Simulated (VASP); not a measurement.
Runs of VASP 6.6.1 on Te2Mo. The structure is hexagonal, space group P6_3/mmc (No. 194). Conventional cell: a = 3.496 Å, b = 3.496 Å, c = 13.695 Å, α = 90.00°, β = 90.00°, γ = 120.00°. Te (site symmetry 3m) is surrounded by 3 Mo at 2.72 Å. Around Mo (site symmetry -6m2) lie 6 Te at 2.72 Å. 

```csv
task,level,cell,cutoff (eV),gap on the mesh (eV),pressure (GPa)
band structure,PBE+D3(BJ),"P6_3/mmc, 24.15 Å³/atom",520,0.67,0.0
band structure,r2SCAN,"P6_3/mmc, 24.15 Å³/atom",520,(a),3.2
relaxation of cell and atoms,PBE+D3(BJ),relaxed,600,0.67,0.0
band structure,TB-mBJ,"P6_3/mmc, 24.15 Å³/atom",520,0.76,-
```

Alike in all rows: potentials or basis VASP PAW PBE potentials, release 64 (Te, Mo_sv); no spin polarisation; k mesh 9 × 9 × 2; smearing gaussian 0.03 eV.

Question: Estimate the missing entries.

Answer: (a) 0.77.

Caveats: spin-orbit coupling is left out, which moves the levels of the heavy elements; the PAW data sets were made with another functional, which shifts forces and pressure a little (some runs); an odd mesh through Γ misses points on the zone boundary, where band edges often lie (some runs).

A k mesh can miss the band edges, and the runs leave out spin-orbit coupling on Mo, Te.
